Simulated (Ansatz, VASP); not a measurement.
# AlNi3 in two plane-wave programs, part 3 of 3

Aim: how closely do two programs agree when they are given the same cell, functional and k mesh? The cell is taken from a series of runs on this material, whose earlier steps may have relaxed, scaled, displaced or heated it; both programs get it as it stands.

VASP 6.6.1 and Ansatz 0.2.0.

So far: Set-up; Ansatz: elastic constants, PBEsol, pair 1; VASP: elastic constants, PBEsol, pair 1; Side by side.

### 5. Ansatz: elastic constants, PBEsol, pair 2

Level of this step: Ansatz beside VASP: Kohn-Sham DFT, plane waves, PBEsol (Ansatz).

Elastic constants are differences of stresses under small strains, so they test the stress and the mesh. The cell compared in this pair holds 43.59 Å³, against 43.45 Å³ for the pair before.

The cell is taken from a series of runs on this material, whose earlier steps may have relaxed, scaled, displaced or heated it; both programs get it as it stands.

The input, input.yaml:

```yaml
crystal:
  lattice:
    - [3.5193233051, 0.0, 0.0]
    - [0.0, 3.5193233051, 0.0]
    - [0.0, 0.0, 3.5193233051]
  atoms:
    - { symbol: Al, position: [0.0, 0.0, 0.0] }
    - { symbol: Ni, position: [0.0, 0.5, 0.5], spin: 0.3 }
    - { symbol: Ni, position: [0.5, 0.0, 0.5], spin: 0.3 }
    - { symbol: Ni, position: [0.5, 0.5, 0.0], spin: 0.3 }
kpoints:
  mp_grid: { grid: [8, 8, 8] }
hamiltonian:
  xc: pbesol
scf:
  occupations: { method: gaussian, width: 0.05 }
output:
  forces: true
  stress: true
  eigenvalues: true
  populations: true
magnetization:
  spin_polarized: true
elastic:
  mode: relaxed_ion
  stencil: two_point
  amplitude: 0.002
```

Run with:

```sh
ansatz run input.yaml --threads 4 --pin off --max-ram 16384MiB --backend cpu --events-out ev --progress --plain --runs-dir out
```

Numbers of over 12 decimals in the logs are rounded to 6 here.

The program printed:

```text
[...]
Crystal: 4 atoms, lattice volume = 43.589 Å³
Basis set: ecut = 420 eV, 847 PW (Γ), exchange–correlation on 48×48×48 points (8 copies of the dense FFT grid, shifted against one another)
Bands: 35, of which v1, the nominal top of the filled ones, is band 29 counted from 1 (28 counted from 0)
Symmetry: 48 space group operations
[...]
2.000e-3       0.2897      -17941.2426512      10  133456    876   relax 0 steps, max|allowed force component| 2.54e-29 eV/Å
--- Löwdin populations: 4 sites ---
  site symbol       q [e]    m [muB]
     0     Al      3.5431    -0.0410
     1     Ni     17.6262     0.2718
     2     Ni     17.6262     0.2718
     3     Ni     17.6262     0.2718
  spilling = 0.010145 (of n_electrons = 57.000000)
[key lines of the parts left out:]
SCF converged after 9 iterations
Magnetization: 0.7499 μB (28.8749 up, 28.1251 down)
Free energy (F): -17941.242731 eV
Fermi energy:    16.362818 eV
P = ⅓ Tr σ = 0.0042 GPa (0.042 kbar)
```

### 6. VASP: elastic constants, PBEsol, pair 2

The same cell, functional, mesh and smearing now go to VASP, with its own data sets.

The input, INCAR:

```
SYSTEM = AlNi3
PREC = Accurate
ENCUT = 600
EDIFF = 1E-08
NELM = 200
ISMEAR = 0
SIGMA = 0.05
LREAL = .FALSE.
ALGO = Normal
GGA = PS
NBANDS = 25
ISPIN = 2
MAGMOM = -0.02 0.27 0.27 0.27
LASPH = .TRUE.
LMAXMIX = 4
LORBIT = 11
LWAVE = .FALSE.
LCHARG = .FALSE.
ISIF = 3
IBRION = 6
NFREE = 2
POTIM = 0.015
NSW = 1
GGA_COMPAT = .FALSE.
KPAR = 2
```

The input, POSCAR:

```
AlNi3
1.0
    3.5193233051      0.0000000000      0.0000000000
    0.0000000000      3.5193233051      0.0000000000
    0.0000000000      0.0000000000      3.5193233051
Al Ni
1 3
Direct
    0.0000000000      0.0000000000      0.0000000000
    0.0000000000      0.5000000000      0.5000000000
    0.5000000000      0.0000000000      0.5000000000
    0.5000000000      0.5000000000      0.0000000000
```

The input, KPOINTS:

```
Automatic mesh
0
Gamma
8 8 8
0 0 0
```

Potentials, in the order of the species: Al and Ni (PBE family, release 64).

Run with:

```sh
mpirun -np 2 vasp_std
```

The program printed:

```text
[banner, memory and clock lines left out]
running    2 mpi-ranks, on    1 nodes
[...]
[... a notice as in an earlier step ...]

 LDA part: xc-table for (Slater+PW92), standard interpolation
 POSCAR, INCAR and KPOINTS ok, starting setup
[...]
entering main loop
       N       E                     dE             d eps       ncg     rms          rms(c)
DAV:   1     0.198393554161E+03    0.19839E+03   -0.15332E+04  3532   0.188E+03
DAV:   2    -0.183223087613E+02   -0.21672E+03   -0.20282E+03  3501   0.332E+02
DAV:   3    -0.290142875095E+02   -0.10692E+02   -0.10120E+02  3983   0.982E+01
DAV:   4    -0.291858094515E+02   -0.17152E+00   -0.17131E+00  4295   0.113E+01
[...]
DAV:  18    -0.242892258484E+02    0.36579E-07   -0.86800E-09  2081   0.108E-03    0.517E-04
DAV:  19    -0.242892258292E+02    0.19217E-07   -0.22285E-09  1808   0.674E-04    0.187E-04
DAV:  20    -0.242892258238E+02    0.53706E-08   -0.69246E-10  1803   0.485E-04
   1 F= -.24289226E+02 E0= -.24286286E+02  d E =-.588061E-02  mag=     0.6785
[... from here on, the cycles between the ionic steps are left out ...]
   2 F= -.24281338E+02 E0= -.24278473E+02  d E =-.572954E-02  mag=     0.6918
  12 F= -.24284892E+02 E0= -.24281986E+02  d E =-.581109E-02  mag=     0.6775
  13 F= -.24284892E+02 E0= -.24281986E+02  d E =-.581107E-02  mag=     0.6775
  14 F= -.24288269E+02 E0= -.24285329E+02  d E =-.588061E-02  mag=     0.6783
  15 F= -.24288269E+02 E0= -.24285329E+02  d E =-.588061E-02  mag=     0.6783
  16 F= -.24288207E+02 E0= -.24285267E+02  d E =-.588051E-02  mag=     0.6783
  17 F= -.24288207E+02 E0= -.24285267E+02  d E =-.588050E-02  mag=     0.6783
  18 F= -.24288180E+02 E0= -.24285246E+02  d E =-.586714E-02  mag=     0.6777
  19 F= -.24288180E+02 E0= -.24285246E+02  d E =-.586715E-02  mag=     0.6777
 Finite differences progress:
  Degree of freedom:   9/  9
  Displacement:        2/  2
  Total:              18/ 18
```

Parts of OUTCAR (step 6):

```text
 POSITION                                       TOTAL-FORCE (eV/Angst)
 -----------------------------------------------------------------------------------
      0.00000      0.00000      0.00000         0.000000     -0.066944      0.000000
      0.00000      1.74466      1.75966         0.000000      0.139465      0.000000
      1.75966      0.00000      1.75966         0.000000     -0.071054      0.000000
      1.75966      1.75966      0.00000         0.000000     -0.001467      0.000000
 -----------------------------------------------------------------------------------
    total drift:                                0.000001     -0.000015     -0.000008

  FREE ENERGIE OF THE ION-ELECTRON SYSTEM (eV)
  ---------------------------------------------------
  free  energy   TOTEN  =       -24.2881799063 eV

  energy  without entropy=      -24.2823127516  energy(sigma->0) =      -24.28524633

 magnetization (x)
# of ion       s       p       d       tot
------------------------------------------
    1       -0.001  -0.008   0.000  -0.009
    2       -0.003  -0.009   0.252   0.240
    3       -0.003  -0.009   0.252   0.240
    4       -0.003  -0.009   0.252   0.240
--------------------------------------------------
tot         -0.010  -0.035   0.756   0.712

[... 3 further parts left out ...]
[key lines of the parts left out:]
E-fermi :   9.8054
```

The magnetic state follows from one typed start and may not be the lowest.

Levels, forces or a CONTCAR printed for this step are those of its last displaced cell, not of the structure at rest.

### 7. Differences

What differs besides the data sets and the points named for the pairs above, as far as they apply: VASP starts from the moments at which Ansatz ended; the data sets hold 57 valence electrons in Ansatz (on its default PAW (the set named soft_2) files) and 33 in VASP. Total energies have different zeros and are not compared.

Both answers:

| quantity | Ansatz | VASP | difference |
| --- | --- | --- | --- |
| C11 (GPa) | 274.6 | 263.9 | +4.08 % |
| C22 (GPa) | 274.6 | 263.9 | +4.08 % |
| C33 (GPa) | 274.6 | 263.9 | +4.08 % |
| C12 (GPa) | 167.3 | 169.3 | -1.18 % |
| C13 (GPa) | 167.3 | 169.3 | -1.18 % |
| C23 (GPa) | 167.3 | 169.3 | -1.18 % |
| C44 (GPa) | 144.8 | 141.7 | +2.23 % |
| C55 (GPa) | 144.8 | 141.7 | +2.23 % |
| C66 (GPa) | 144.8 | 141.7 | +2.23 % |

### 8. Outcome

| Property | Result |
| --- | --- |
| difference in C11 (elastic constants, PBEsol, pair 1) | 2.1 % |
| difference in C11 (elastic constants, PBEsol, pair 2) | 4.1 % |

In words: The difference in C11 is 4.1 % (elastic constants, PBEsol, pair 2), within the 5 % picked in this series as the mark of a large difference. The data sets hold unlike numbers of valence electrons (57 in Ansatz and 33 in VASP), so part of the differences comes from the potentials. Such differences can come from data sets, numerical settings and the points named under the comparisons, not from the functional's error against experiment.

[Lines on the potential files, build, host, timing and source positions are cut from VASP's logs without a mark.]

[Logs are printed without paths, hosts, clocks, repeated set-up lines and the standing remarks that a program may print on its own settings, such as how far it seeks lower states.]

[Hosts, paths, dates, database ids (printed as entryN), source tags and the programs' standing remarks are cut or masked in the printed files.]
